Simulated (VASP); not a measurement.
All values below come from LDA (Ceperley-Alder, Perdew-Zunger), VASP's LDA PAW potentials (set 64) (plane waves; VASP 6.6.1).

A VASP calculation is set up with these files.

**INCAR**
```
# general
SYSTEM  = YSi
PREC    = Accurate
ENCUT   = 300
LREAL   = .FALSE.
LASPH   = .TRUE.

# electronic loop
EDIFF   = 1E-6
NELM    = 100
ALGO    = Normal
LMAXMIX = 4

# smearing
ISMEAR  = -1
SIGMA   = 0.1

# ions
ISIF    = 2

# output
LWAVE   = .FALSE.
LCHARG  = .FALSE.
```

**KPOINTS_OPT**
```
k-points along high-symmetry lines
5
Line-mode
Reciprocal
  0.000000   0.000000   0.000000 ! GAMMA
 -0.500000   0.500000   0.000000 ! Y

 -0.500000   0.500000   0.000000 ! Y
 -0.291136   0.708864   0.000000 ! C_0

  0.291136   0.291136   0.000000 ! SIGMA_0
  0.000000   0.000000   0.000000 ! GAMMA

  0.000000   0.000000   0.000000 ! GAMMA
  0.000000   0.000000   0.500000 ! Z

  0.000000   0.000000   0.500000 ! Z
  0.291136   0.291136   0.500000 ! A_0

 -0.291136   0.708864   0.500000 ! E_0
 -0.500000   0.500000   0.500000 ! T

 -0.500000   0.500000   0.500000 ! T
 -0.500000   0.500000   0.000000 ! Y

  0.000000   0.000000   0.000000 ! GAMMA
  0.000000   0.500000   0.000000 ! S

  0.000000   0.500000   0.000000 ! S
  0.000000   0.500000   0.500000 ! R

  0.000000   0.500000   0.500000 ! R
  0.000000   0.000000   0.500000 ! Z

  0.000000   0.000000   0.500000 ! Z
 -0.500000   0.500000   0.500000 ! T
```

**POSCAR**
```
YSi
1.0
  2.1433000000  -5.2837750000   0.0000000000
  2.1433000000   5.2837750000   0.0000000000
  0.0000000000   0.0000000000   3.8336500000
Y Si
2 2
Cart
  2.1433000000   3.7976604435   0.9584125000
  2.1433000000  -3.7976604435   2.8752375000
  2.1433000000   0.7980613760   0.9584125000
  2.1433000000  -0.7980613760   2.8752375000
```

File KPOINTS:
```
kpoints
0
G
 6 6 6
0 0 0
```

POTCAR, in this order: Y_sv Si (LDA.64 set). Program: vasp_std.

**Question.** What will the output report for the number of irreducible k-points (NKPTS), largest plane-wave count, number of space-group operations, FFT grid (NGX, NGY, NGZ)?

**Answer.** 
| Property | Value |
|---|---|
| number of irreducible k-points (NKPTS) | 52 |
| largest plane-wave count | 1040 |
| number of space-group operations | 8 |
| FFT grid (NGX, NGY, NGZ) | 32 × 32 × 24 |

The structure comes from a computed database's YSi entry (Cmcm); how it stands against other phases isn't given here. The cell was not relaxed at this level.
